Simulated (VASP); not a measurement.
Output of a VASP run:

File OUTCAR:
```
 ion  position               nearest neighbor table
   1  0.667  0.333  0.500-   4 2.66   4 2.66   4 2.66   3 2.66
   2  0.333  0.667  0.000-   3 2.66   3 2.66   3 2.66   4 2.66
   3  0.667  0.333  0.876-   2 2.66   2 2.66   2 2.66   1 2.66
   4  0.333  0.667  0.376-   1 2.66   1 2.66   1 2.66   2 2.66
  LATTYP: Found a hexagonal cell.
 ALAT       =     4.3491840090
 C/A-ratio  =     1.6289021142
 Subroutine PRICEL returns:
 Original cell was already a primitive cell.
 Subroutine GETGRP returns: Found 12 space group operations
The static configuration has the point symmetry C_3v.
 The point group associated with its full space group is C_6v.
The dynamic configuration has the point symmetry C_3v.
 Subroutine INISYM returns: Found 12 space group operations
 Subroutine IBZKPT returns following result:
 Found     14 irreducible k-points:

 Following reciprocal coordinates:
            Coordinates               Weight
  0.000000  0.000000  0.000000      1.000000
  0.166667  0.000000  0.000000      6.000000
  0.333333 -0.000000  0.000000      6.000000
  0.500000 -0.000000  0.000000      3.000000
  0.166667  0.166667  0.000000      6.000000
  0.333333  0.166667  0.000000     12.000000
  0.333333  0.333333  0.000000      2.000000
  0.000000  0.000000  0.333333      2.000000
  0.166667  0.000000  0.333333     12.000000
  0.333333 -0.000000  0.333333     12.000000
  0.500000 -0.000000  0.333333      6.000000
  0.166667  0.166667  0.333333     12.000000
  0.333333  0.166667  0.333333     24.000000
  0.333333  0.333333  0.333333      4.000000
   k-points           NKPTS =     14   k-points in BZ     NKDIM =     14   number of bands    NBANDS=     22
   number of dos      NEDOS =    301   number of ions     NIONS =      4
   total plane-waves  NPLWV =  55296
   dimension x,y,z NGX =    32 NGY =   32 NGZ =   54
   dimension x,y,z NGXF=    64 NGYF=   64 NGZF=  108
   ions per type =               2   2
   PREC   = accura    normal or accurate (medium, high low for compatibility)
   ISTART =      0    job   : 0-new  1-cont  2-samecut
   ICHARG =      2    charge: 1-file 2-atom 10-const
   ISPIN  =      1    spin polarized calculation?
   LNONCOLLINEAR =      F non collinear calculations
   LSORBIT =      F    spin-orbit coupling
   INIWAV =      1    electr: 0-lowe 1-rand  2-diag
   ENCUT  =  520.0 eV  38.22 Ry    6.18 a.u.   8.09  8.09 13.17*2*pi/ulx,y,z
   NELM   =    100;   NELMIN=  2; NELMDL= -5     # of ELM steps
   EDIFF  = 0.1E-06   stopping-criterion for ELM
   LREAL  =      F    real-space projection
   NLSPLINE    = F    spline interpolate recip. space projectors
   LMAXMIX     =    4 max onsite mixed and CHGCAR
   VOSKOWN=      0    Vosko Wilk Nusair interpolation
   EDIFFG = -.1E-01   stopping-criterion for IOM
   NSW    =     30    number of steps for IOM
   NBLOCK =      1;   KBLOCK =     30    inner block; outer block
   IBRION =      2    ionic relax: 0-MD 1-quasi-New 2-CG
   NFREE  =      1    steps in history (QN), initial steepest desc. (CG)
   ISIF   =      4    stress and relaxation
   ISYM   =      2    0-nonsym 1-usesym 2-fastsym
   TEIN   =    0.0    initial temperature
   TEBEG  =    0.0;   TEEND  =   0.0 temperature during run
   SMASS  =  -3.00    Nose mass-parameter (am)
   PSTRESS=    0.0 pullay stress
   NELECT =      36.0000    total number of electrons
   EFERMI =   0.00;   METHOD = LEGACY
   ISMEAR =     0;   SIGMA  =   0.05  broadening in eV -4-tet -1-fermi 0-gaus
   IALGO  =     38    algorithm
   LDIAG  =      T    sub-space diagonalisation (order eigenvalues)
   IMIX   =      4    mixing-type and parameters
     AMIX     =   0.40;   BMIX     =  1.00
     AMIX_MAG =   1.60;   BMIX_MAG =  1.00
     AMIN     =   0.10
   METAGGA = R2SCAN    functional components
   VOSKOWN =     0    Vosko Wilk Nusair interpolation
   LHFCALC =     F    Hartree Fock is set to
   LHFONE  =     F    Hartree Fock one center treatment
   AEXX    =    0.0000 exact exchange contribution
   IVDW    =     0    specifies the selected vdW correction
...
```

OSZICAR:
```
       N       E                     dE             d eps       ncg     rms          rms(c)
DAV:   1     0.177681838678E+03    0.17768E+03   -0.17677E+04   616   0.151E+03
DAV:   2    -0.672780379335E+02   -0.24496E+03   -0.23934E+03   676   0.349E+02
DAV:   3    -0.814625654718E+02   -0.14185E+02   -0.14147E+02   712   0.844E+01
DAV:   4    -0.815950195318E+02   -0.13245E+00   -0.13240E+00   694   0.796E+00
DAV:   5    -0.815961704550E+02   -0.11509E-02   -0.11509E-02   730   0.686E-01    0.824E+00
DAV:   6    -0.753366822748E+02    0.62595E+01   -0.67187E+00   706   0.342E+01    0.968E+00
DAV:   7    -0.733721817717E+02    0.19645E+01   -0.61664E-01   628   0.833E+00    0.714E+00
DAV:   8    -0.736625598008E+02   -0.29038E+00   -0.59053E-01   616   0.787E+00    0.726E-01
DAV:   9    -0.710999389792E+02    0.25626E+01   -0.12163E+00   616   0.784E+00    0.826E-01
DAV:  10    -0.712345775480E+02   -0.13464E+00   -0.71564E-02   628   0.226E+00    0.807E-01
DAV:  11    -0.712303674165E+02    0.42101E-02   -0.67151E-03   760   0.753E-01    0.900E-01
DAV:  12    -0.714198504161E+02   -0.18948E+00   -0.62463E-02   664   0.150E+00    0.361E-01
DAV:  13    -0.718033316183E+02   -0.38348E+00   -0.27216E-01   658   0.332E+00    0.458E-01
DAV:  14    -0.717992575841E+02    0.40740E-02   -0.68659E-02   634   0.218E+00    0.318E-01
DAV:  15    -0.718127900418E+02   -0.13532E-01   -0.87147E-03   628   0.739E-01    0.111E-01
DAV:  16    -0.718209033917E+02   -0.81133E-02   -0.41995E-03   670   0.391E-01    0.790E-02
DAV:  17    -0.718257177435E+02   -0.48144E-02   -0.13691E-03   622   0.349E-01    0.627E-02
DAV:  18    -0.718279209661E+02   -0.22032E-02   -0.30404E-03   628   0.445E-01    0.442E-02
DAV:  19    -0.718284267021E+02   -0.50574E-03   -0.48627E-04   616   0.202E-01    0.285E-02
DAV:  20    -0.718283500345E+02    0.76668E-04   -0.19029E-04   640   0.125E-01    0.244E-02
DAV:  21    -0.718284535372E+02   -0.10350E-03   -0.12093E-04   628   0.110E-01    0.965E-03
DAV:  22    -0.718284966104E+02   -0.43073E-04   -0.25343E-05   664   0.403E-02    0.945E-03
DAV:  23    -0.718285062934E+02   -0.96829E-05   -0.74324E-06   670   0.214E-02    0.994E-03
DAV:  24    -0.718285058394E+02    0.45392E-06   -0.15706E-06   700   0.701E-03    0.540E-03
DAV:  25    -0.718285053681E+02    0.47132E-06   -0.83645E-07   652   0.452E-03    0.220E-03
DAV:  26    -0.718285057559E+02   -0.38775E-06   -0.77013E-08   416   0.273E-03    0.160E-03
DAV:  27    -0.718285058049E+02   -0.48981E-07   -0.42958E-08   392   0.187E-03
   1 F= -.71828506E+02 E0= -.71828506E+02  d E =-.718285E+02
       N       E                     dE             d eps       ncg     rms          rms(c)
DAV:   1    -0.718286026736E+02   -0.96918E-04   -0.72814E-03   616   0.612E-01    0.581E-02
DAV:   2    -0.718285390708E+02    0.63603E-04   -0.17993E-04   700   0.116E-01    0.279E-02
DAV:   3    -0.718285227457E+02    0.16325E-04   -0.41545E-05   694   0.561E-02    0.108E-02
DAV:   4    -0.718285170125E+02    0.57332E-05   -0.24644E-05   646   0.384E-02    0.411E-03
DAV:   5    -0.718285195790E+02   -0.25665E-05   -0.18519E-05   640   0.346E-02    0.353E-03
DAV:   6    -0.718285247301E+02   -0.51512E-05   -0.33406E-06   634   0.138E-02    0.856E-04
DAV:   7    -0.718285249336E+02   -0.20351E-06   -0.28571E-07   588   0.426E-03    0.613E-04
DAV:   8    -0.718285249282E+02    0.54674E-08   -0.37699E-08   350   0.182E-03
   2 F= -.71828525E+02 E0= -.71828525E+02  d E =-.191233E-04
```

OUTCAR:
```
------------------------ aborting loop because EDIFF is reached ----------------------------------------
  FORCE on cell =-STRESS in cart. coord.  units (eV):
  Direction    XX          YY          ZZ          XY          YZ          ZX
  --------------------------------------------------------------------------------------
  Total       -0.0111289     -0.0111289     -0.0078523      0.0000000      0.0000000      0.0000000
  in kB       -0.1536438     -0.1536438     -0.1084077      0.0000000      0.0000000      0.0000000
  external PRESSURE =      -0.1385651 kB  Pullay stress =       0.0000000 kB
  volume of cell :      116.05
      direct lattice vectors                 reciprocal lattice vectors
     2.174037822 -3.765543722  0.000000000     0.229986799 -0.132782949  0.000000000
     2.174037822  3.765543722  0.000000000     0.229986799  0.132782949  0.000000000
     0.000000000  0.000000000  7.088007932     0.000000000  0.000000000  0.141083364
  FREE ENERGIE OF THE ION-ELECTRON SYSTEM (eV)
  ---------------------------------------------------
  free  energy   TOTEN  =       -71.8285249282 eV

  energy  without entropy=      -71.8285249282  energy(sigma->0) =      -71.82852493

 reached required accuracy - stopping structural energy minimisation
```
(Selected blocks of OUTCAR.)

POSCAR:
```
CdSe
1
    2.1745921104    -3.7665037764     0.0000000000
    2.1745921104     3.7665037764     0.0000000000
    0.0000000000     0.0000000000     7.0843950274
Cd Se
2 2
Direct
  0.6666670000   0.3333330000   0.5000227911
  0.3333330000   0.6666670000   0.0000227911
  0.6666670000   0.3333330000   0.8759772089
  0.3333330000   0.6666670000   0.3759772089
```

Write an INCAR and KPOINTS that could have produced this output.

One answer among several that fit: the input of the run itself, r2SCAN meta-GGA, plane waves, VASP's PBE PAW potentials (set 64).

KPOINTS:
```
Automatic mesh
0
Gamma
  6 6 3
0 0 0
```

INCAR:
```
# general
SYSTEM  = CdSe
PREC    = Accurate
ENCUT   = 520   # plane-wave cut-off (eV)
LREAL   = .False.   # projection in real space or not
LASPH   = .True.   # aspherical one-centre terms

# electronic loop
EDIFF   = 1E-7
NELM    = 100   # most electronic steps
ALGO    = Normal   # blocked Davidson
LMAXMIX = 4   # l cut-off of mixed one-centre charges
LMIXTAU = .True.

# smearing
ISMEAR  = 0
SIGMA   = 0.05

# functional
METAGGA = R2SCAN

# ions
IBRION  = 2
NSW     = 30   # most ionic steps
ISIF    = 4   # ions and shape, fixed volume
EDIFFG  = -0.01   # ionic stop

# output
LWAVE   = .False.
LCHARG  = .False.
```

POTCAR, in this order: Cd Se (PBE.64 set). Program: vasp_std.

The compound is CdSe in the wurtzite structure. This run relaxes it. Symmetry was kept, so distortions that lower it aren't found.
